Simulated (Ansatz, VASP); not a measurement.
# MgAs2 in two plane-wave programs, part 2 of 2

Wanted: the spread between two codes on one cell, functional and k mesh. The cell is generated by rule, not measured, and may not be a known phase. The cell is taken from a series of runs on this material, whose earlier steps may have relaxed, scaled, displaced or heated it; both programs get it as it stands.

VASP 6.6.1 and Ansatz 0.2.0.

So far: The starting structure; VASP: relaxation of cell and atoms, PBE with D3(BJ), pair 1; Ansatz: relaxation of cell and atoms, PBE with D3(BJ), pair 1; Side by side.

## Step 5: VASP: relaxation of cell and atoms, PBE with D3(BJ), pair 2

Level of this step: PBE with D3(BJ); plane waves and PAW (Mg, As); invented cell (VASP).

The relaxed volume is the usual yardstick between codes: in a stiff, nearly cubic crystal its relative difference is about their pressure difference at one cell divided by the bulk modulus.

Input file INCAR:

```
SYSTEM = MgAs2
PREC = Accurate
ENCUT = 600
EDIFF = 1E-07
NELM = 120
ISMEAR = 1
SIGMA = 0.2
LREAL = .FALSE.
ALGO = Normal
GGA = PE
IVDW = 12
NBANDS = 18
LORBIT = 11
LWAVE = .FALSE.
LCHARG = .FALSE.
ISIF = 3
IBRION = 2
NSW = 80
EDIFFG = -0.005
LASPH = .TRUE.
GGA_COMPAT = .FALSE.
NELMIN = 4
KPAR = 2
```

Input file POSCAR:

```
MgAs2
1.0
    4.2138900000     -2.6002260000      0.0000000000
    4.2138900000      2.6002260000      0.0000000000
   -0.2072740000      0.0000000000      5.4206950000
Mg As
2 4
Direct
    0.1606092719      0.1606092719      0.2451663486
    0.8393908467      0.8393908467      0.7548336514
    0.4876529274      0.4876529274      0.7723766048
    0.8098575477      0.8098575477      0.2563960894
    0.1901424478      0.1901424478      0.7436037261
    0.5123471913      0.5123471913      0.2276233952
```

Input file KPOINTS:

```
Automatic mesh
0
Gamma
8 8 8
0 0 0
```

The projector-augmented-wave data sets are Mg and As (PBE family, release 64).

Started as:

```
$ mpirun -np 2 vasp_std
```

Numbers of over 12 decimals in the logs are rounded to 6 here.

What it wrote:

```text
[... set-up lines as in an earlier step ...]
 entering main loop
       N       E                     dE             d eps       ncg     rms          rms(c)
DAV:   1     0.909050835728E+02    0.90905E+02   -0.10107E+04  5400   0.123E+03
DAV:   2    -0.157339442760E+02   -0.10664E+03   -0.10414E+03  7184   0.165E+02
DAV:   3    -0.227217589757E+02   -0.69878E+01   -0.68896E+01  6690   0.442E+01
DAV:   4    -0.228021393775E+02   -0.80380E-01   -0.80222E-01  6828   0.514E+00
[...]
DAV:  11    -0.224761927002E+02    0.20856E-08   -0.18134E-05  6316   0.240E-02    0.122E-02
DAV:  12    -0.224761908660E+02    0.18342E-05   -0.10391E-05  6108   0.170E-02    0.171E-03
DAV:  13    -0.224761909201E+02   -0.54124E-07   -0.95888E-07  6296   0.553E-03
   1 F= -.24926354E+02 E0= -.24926248E+02  d E =-.249264E+02
[...]
2 F= -.24926650E+02 E0= -.24926513E+02  d E =-.296660E-03
[...]
3 F= -.24926653E+02 E0= -.24926510E+02  d E =-.299664E-03
[...]
4 F= -.24926800E+02 E0= -.24926634E+02  d E =-.146705E-03
[...]
5 F= -.24926828E+02 E0= -.24926649E+02  d E =-.175061E-03
[...]
reached required accuracy - stopping structural energy minimisation
```

OUTCAR, selected parts (step 5):

```text
 Edisp (eV)   -2.45036

 Edisp (eV)   -2.45268

  Total      -0.02769     0.00577     0.00917     0.00000     0.00000     0.01731
  in kB      -0.37390     0.07784     0.12377     0.00000     0.00000     0.23368
  external pressure =       -0.06 kB  Pullay stress =        0.00 kB

 POSITION                                       TOTAL-FORCE (eV/Angst)
 -----------------------------------------------------------------------------------
      1.30419      0.00000      1.32959        -0.001078      0.000000     -0.001289
      6.92505      0.00000      4.09479         0.001078      0.000000      0.001289
      3.95821      0.00000      4.18509         0.000556      0.000000      0.000815
      6.78206      0.00000      1.39293         0.002883      0.000000     -0.001110
      1.44717      0.00000      4.03145        -0.002883      0.000000      0.001110
      4.27103      0.00000      1.23929        -0.000556      0.000000     -0.000815
 -----------------------------------------------------------------------------------
    total drift:                               -0.000183     -0.000000      0.000226

  FREE ENERGIE OF THE ION-ELECTRON SYSTEM (eV)
  ---------------------------------------------------
  free  energy   TOTEN  =       -24.9268284949 eV

  energy  without entropy=      -24.9262896196  energy(sigma->0) =      -24.92664887

[... 1 part as in an earlier step ...]

[... 3 further parts left out ...]
[key lines of the parts left out:]
E-fermi :   5.0084
```

The run keeps the 4 symmetry operations of its start, so it cannot find a distortion of lower symmetry.

## Step 6: Ansatz: relaxation of cell and atoms, PBE with D3(BJ), pair 2

The same cell, functional, mesh and smearing now go to Ansatz, which takes its cutoff from its data sets.

The cell is taken from a series of runs on this material, whose earlier steps may have relaxed, scaled, displaced or heated it; both programs get it as it stands.

Input file input.yaml:

```yaml
crystal:
  lattice:
    - [4.2138899991, -2.6002259673, 0.0]
    - [4.2138899991, 2.6002259673, 0.0]
    - [-0.207273861, 0.0, 5.4206948707]
  atoms:
    - { symbol: Mg, position: [0.160609208, 0.160609208, 0.2451662687] }
    - { symbol: Mg, position: [0.839390792, 0.839390792, 0.7548337313] }
    - { symbol: As, position: [0.4876528569, 0.4876528569, 0.7723766088] }
    - { symbol: As, position: [0.8098575371, 0.8098575371, 0.2563961643] }
    - { symbol: As, position: [0.1901424629, 0.1901424629, 0.7436038357] }
    - { symbol: As, position: [0.5123471431, 0.5123471431, 0.2276233912] }
kpoints:
  mp_grid: { grid: [8, 8, 8] }
hamiltonian:
  xc: pbe
  dispersion: d3bj
scf:
  occupations: { method: methfessel_paxton, width: 0.2 }
output:
  forces: true
  stress: true
  eigenvalues: true
relax:
  adjacent_minimum: "off"
  f_tol: 0.001
  max_steps: 60
  cell: { stress_tol: 0.01 }
```

Started as:

```
$ ansatz run input.yaml --threads 8 --pin off --max-ram 14336MiB --backend cpu --events-out ev --progress --plain --runs-dir out
```

What it wrote:

```text
[...]
Crystal: 6 atoms, lattice volume = 118.790 Å³
Basis set: ecut = 420 eV, 2327 PW (Γ), exchange–correlation on 72×72×80 points (8 copies of the dense FFT grid, shifted against one another)
Bands: 48, of which v1, the nominal top of the filled ones, is band 40 counted from 1 (39 counted from 0)
Symmetry: 4 space group operations
[...]
k-points: 150 of 512
[...]
- [4.213369, -2.600244, 0.00012621]
    - [4.213369, 2.600244, 0.00012621]
    - [-0.207086, 0, 5.421030]
  atoms:
    - { symbol: Mg, position: [0.160583, 0.160583, 0.245242] }
    - { symbol: Mg, position: [0.839417, 0.839417, 0.754758] }
    - { symbol: As, position: [0.487665, 0.487665, 0.772397] }
    - { symbol: As, position: [0.809899, 0.809899, 0.256358] }
    - { symbol: As, position: [0.190101, 0.190101, 0.743642] }
    - { symbol: As, position: [0.512335, 0.512335, 0.227603] }
[key lines of the parts left out:]
SCF converged after 6 iterations
Free energy (F): -23275.373552 eV
Fermi energy:    10.005658 eV
P = ⅓ Tr σ = 0.0012 GPa (0.012 kbar)
```

## Step 7: Differences

What differs besides the data sets and the points named for the pairs above, as far as they apply: the data sets hold 80 valence electrons in Ansatz (on its default PAW (the set named soft_2) files) and 24 in VASP. Total energies have different zeros and are not compared.

The two programs side by side:

```csv
quantity,Ansatz,VASP,difference
volume (Å³),118.78,118.67,+0.10 %
"edge a after relaxation, in the typed setting (Å)",4.951,4.952,-0.02 %
"edge c after relaxation, in the typed setting (Å)",5.425,5.425,+0.01 %
```

## Step 8: VASP: relaxation of cell and atoms, PBE with D3(BJ), pair 3

The relaxed volume is the usual yardstick between codes: in a stiff, nearly cubic crystal its relative difference is about their pressure difference at one cell divided by the bulk modulus.

INCAR is that of step 5.

Input file POSCAR:

```
MgAs2
1.0
    4.1060980000     -2.6891420000      0.0000000000
    4.1060980000      2.6891420000      0.0000000000
   -0.1426990000      0.0000000000      5.4276170000
Mg As
2 4
Direct
    0.1643536767      0.1527377041      0.2441522679
    0.8472621742      0.8356462015      0.7558477321
    0.5279512719      0.4553080274      0.7723813231
    0.7766561793      0.8566448895      0.2584408590
    0.1433551105      0.2233438207      0.7415591410
    0.5446919726      0.4720487281      0.2276186769
```

KPOINTS is that of step 5.

Started as:

```
$ mpirun -np 2 vasp_std
```

What it wrote:

```text
[... set-up lines as in an earlier step ...]
 entering main loop
       N       E                     dE             d eps       ncg     rms          rms(c)
DAV:   1     0.913879782342E+02    0.91388E+02   -0.10095E+04  5400   0.123E+03
DAV:   2    -0.157284701298E+02   -0.10712E+03   -0.10463E+03  7088   0.167E+02
DAV:   3    -0.228350423065E+02   -0.71066E+01   -0.70209E+01  6824   0.445E+01
DAV:   4    -0.229175789756E+02   -0.82537E-01   -0.82231E-01  6842   0.520E+00
[...]
DAV:  11    -0.225906764634E+02   -0.58636E-06   -0.15636E-05  6584   0.231E-02    0.109E-02
DAV:  12    -0.225906754566E+02    0.10068E-05   -0.73157E-06  6298   0.151E-02    0.170E-03
DAV:  13    -0.225906753910E+02    0.65644E-07   -0.57174E-07  6086   0.440E-03
   1 F= -.25016216E+02 E0= -.25013710E+02  d E =-.250162E+02
[...]
2 F= -.25016365E+02 E0= -.25013874E+02  d E =-.149130E-03
[...]
3 F= -.25016365E+02 E0= -.25013876E+02  d E =-.149520E-03
[...]
4 F= -.25016444E+02 E0= -.25013965E+02  d E =-.792652E-04
[...]
5 F= -.25016470E+02 E0= -.25013999E+02  d E =-.104516E-03
[...]
reached required accuracy - stopping structural energy minimisation
```

OUTCAR, selected parts (step 8):

```text
 Edisp (eV)   -2.42390

 Edisp (eV)   -2.42557

  Total      -0.00842    -0.02010     0.00416     0.00000     0.00000     0.01059
  in kB      -0.11256    -0.26872     0.05561     0.00000     0.00000     0.14159
  external pressure =       -0.11 kB  Pullay stress =        0.00 kB

 POSITION                                       TOTAL-FORCE (eV/Angst)
 -----------------------------------------------------------------------------------
      1.26885     -0.03120      1.32520         0.000039     -0.000648     -0.002153
      6.81117     -0.03120      4.10367        -0.000039     -0.000648      0.002153
      3.93502     -0.19489      4.18867        -0.000940      0.000906      0.001471
      6.67989      0.21462      1.40465         0.000259     -0.000258     -0.002694
      1.40013      0.21462      4.02421        -0.000259     -0.000258      0.002694
      4.14500     -0.19489      1.24019         0.000940      0.000906     -0.001471
 -----------------------------------------------------------------------------------
    total drift:                               -0.000021      0.000199      0.000001

  FREE ENERGIE OF THE ION-ELECTRON SYSTEM (eV)
  ---------------------------------------------------
  free  energy   TOTEN  =       -25.0164695797 eV

  energy  without entropy=      -25.0090576608  energy(sigma->0) =      -25.01399894

[... 2 parts as in an earlier step ...]

[... 2 further parts left out ...]
[key lines of the parts left out:]
E-fermi :   4.7869
```

The run keeps the 2 symmetry operations of its start, so it cannot find a distortion of lower symmetry.

## Step 9: Ansatz: relaxation of cell and atoms, PBE with D3(BJ), pair 3

The same cell, functional, mesh and smearing now go to Ansatz, which takes its cutoff from its data sets.

The cell is taken from a series of runs on this material, whose earlier steps may have relaxed, scaled, displaced or heated it; both programs get it as it stands.

input.yaml, the sections that differ from step 6:

```yaml
crystal:
  lattice:
    - [4.106097963, -2.6891424746, 0.0]
    - [4.106097963, 2.6891424746, 0.0]
    - [-0.1426990365, 0.0, 5.4276171004]
  atoms:
    - { symbol: Mg, position: [0.1643537333, 0.1527377733, 0.2441523107] }
    - { symbol: Mg, position: [0.8472622267, 0.8356462667, 0.7558476893] }
    - { symbol: As, position: [0.5279512098, 0.4553081173, 0.7723812617] }
    - { symbol: As, position: [0.7766562546, 0.8566448505, 0.2584408444] }
    - { symbol: As, position: [0.1433551495, 0.2233437454, 0.7415591556] }
    - { symbol: As, position: [0.5446918827, 0.4720487902, 0.2276187383] }
# kpoints, hamiltonian, scf, output, relax: as in step 6
```

Started as:

```
$ ansatz run input.yaml --threads 8 --pin off --max-ram 14336MiB --backend cpu --events-out ev --progress --plain --runs-dir out
```

What it wrote:

```text
[...]
Crystal: 6 atoms, lattice volume = 119.862 Å³
Basis set: ecut = 420 eV, 2337 PW (Γ), exchange–correlation on 72×72×80 points (8 copies of the dense FFT grid, shifted against one another)
Bands: 48, of which v1, the nominal top of the filled ones, is band 40 counted from 1 (39 counted from 0)
Symmetry: 2 space group operations
[...]
k-points: 150 of 512 (time reversal used)
[...]
- [4.106008, -2.689542, 0.000176588]
    - [4.106008, 2.689542, 0.000176588]
    - [-0.142462, 0, 5.427448]
  atoms:
    - { symbol: Mg, position: [0.164354, 0.152697, 0.244154] }
    - { symbol: Mg, position: [0.847303, 0.835646, 0.755846] }
    - { symbol: As, position: [0.527937, 0.455304, 0.772389] }
    - { symbol: As, position: [0.776637, 0.856656, 0.258444] }
    - { symbol: As, position: [0.143344, 0.223363, 0.741556] }
    - { symbol: As, position: [0.544696, 0.472063, 0.227611] }
[key lines of the parts left out:]
SCF converged after 6 iterations
Free energy (F): -23275.462438 eV
Fermi energy:    9.740814 eV
P = ⅓ Tr σ = -0.0031 GPa (-0.031 kbar)
```

## Step 10: Comparison

What differs besides the data sets and the points named for the pairs above, as far as they apply: the data sets hold 80 valence electrons in Ansatz (on its default PAW (the set named soft_2) files) and 24 in VASP. Total energies have different zeros and are not compared.

Both answers:

```csv
quantity,Ansatz,VASP,difference
volume (Å³),119.87,119.86,+0.01 %
"edge a after relaxation, in the typed setting (Å)",4.909,4.911,-0.05 %
"edge c after relaxation, in the typed setting (Å)",5.429,5.428,+0.02 %
```

## Step 11: Results

| Quantity | Value |
| --- | --- |
| difference in volume (relaxation of cell and atoms, PBE with D3(BJ), pair 1) | 0.071 % |
| difference in volume (relaxation of cell and atoms, PBE with D3(BJ), pair 2) | 0.095 % |
| difference in edge a after relaxation, in the typed setting (relaxation of cell and atoms, PBE with D3(BJ), pair 3) | -0.047 % |

The difference in volume is 0.095 % (relaxation of cell and atoms, PBE with D3(BJ), pair 2), within the 1.2 % picked in this series as the mark of a large difference, as far as the stopping tolerances let one tell. The data sets hold unlike numbers of valence electrons (80 in Ansatz and 24 in VASP), so part of the differences comes from the potentials. 2 further runs of this series are not shown here. Such differences can come from data sets, numerical settings and the points named under the comparisons, not from the functional's error against experiment.

[Lines on the potential files, build, host, timing and source positions are cut from VASP's logs without a mark.]

[Logs are printed without paths, hosts, clocks, repeated set-up lines and the standing remarks that a program may print on its own settings, such as how far it seeks lower states.]

[Hosts, paths, dates, database ids (printed as entryN), source tags and the programs' standing remarks are cut or masked in the printed files.]
